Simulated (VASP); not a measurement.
Crystal: MgVSnO4.

```
Sn V Mg O
1.0
     5.21804    0.00000    0.00000
     0.00000    3.11934    0.00000
    -0.11204    0.00000    5.23343
Sn V Mg O
1 1 1 4
Cartesian
  2.5530 0.0000 2.6167
  0.0000 1.5597 0.0000
  -0.0560 1.5597 2.6167
  4.3464 0.0000 3.8270
  3.4705 1.5597 1.5373
  0.7596 0.0000 1.4064
  1.6355 1.5597 3.6961
```

The cell comes from a database or a generator and needn't be the stable form of this composition.

| Quantity | Value |
| --- | --- |
| Program | VASP 6.6.1 |
| Task | single point |
| Functional | PBE |
| Potentials or basis | VASP PAW PBE potentials, release 64 (Sn_d, V_sv, Mg, O) |
| Cutoff | 520 eV |
| k mesh | 5 × 9 × 5 |
| Occupations | fermi-dirac, width 0.05 eV |
| Spin | collinear spin, ferromagnetic start |
| Starting moments | [0.0, 2.0, 0.0, 0.0, 0.0, 0.0, 0.0] μB |

On this cell: pressure -0.9 GPa; largest force 0.705 eV/Å; net moment 2.90 μB per cell; site moments Sn +0.04; V +2.53; Mg +0.01; O +0.00, +0.01 μB; band gap on the k mesh none (metal or under the smearing width).

The same run follows on a disturbed copy (atoms moved at random, drawn with an rms of 0.05 Å):

```
Sn V Mg O
1.0
     5.21804    0.00000    0.00000
     0.00000    3.11934    0.00000
    -0.11204    0.00000    5.23343
Sn V Mg O
1 1 1 4
Direct
  0.49901 0.00091 0.49072
  0.99087 0.50413 0.99644
  0.00445 0.49691 0.51031
  0.85999 0.99878 0.73637
  0.67210 0.48846 0.29452
  0.14819 0.98888 0.27422
  0.33061 0.50684 0.70599
```

**Question.** What does the disturbed cell give?

**Answer.** The energy (extrapolated to zero smearing) moves by +8.3 meV/atom; pressure -0.2 GPa; largest force 0.892 eV/Å; net moment 2.88 μB per cell; site moments Sn +0.04; V +2.51; Mg +0.01; O -0.00, +0.01, +0.00 μB; band gap on the k mesh none (metal or under the smearing width).

Forces on the atoms (eV/Å):
```
Sn  -0.176 -0.253  0.600
V    0.334 -0.131  0.643
Mg  -0.259 -0.035 -0.808
O   -0.152  0.036  0.420
O    0.713  0.389 -0.370
O   -0.475  0.199 -0.729
O    0.015 -0.203  0.243
```

Stress tensor (GPa, compression positive):
```
 1.64  0.31 -0.22
 0.31 -1.50 -1.11
-0.22 -1.11 -0.78
```

Caveats: semilocal functionals often make such compounds metallic where correlation or magnetic order opens a gap, which also shifts bond lengths.
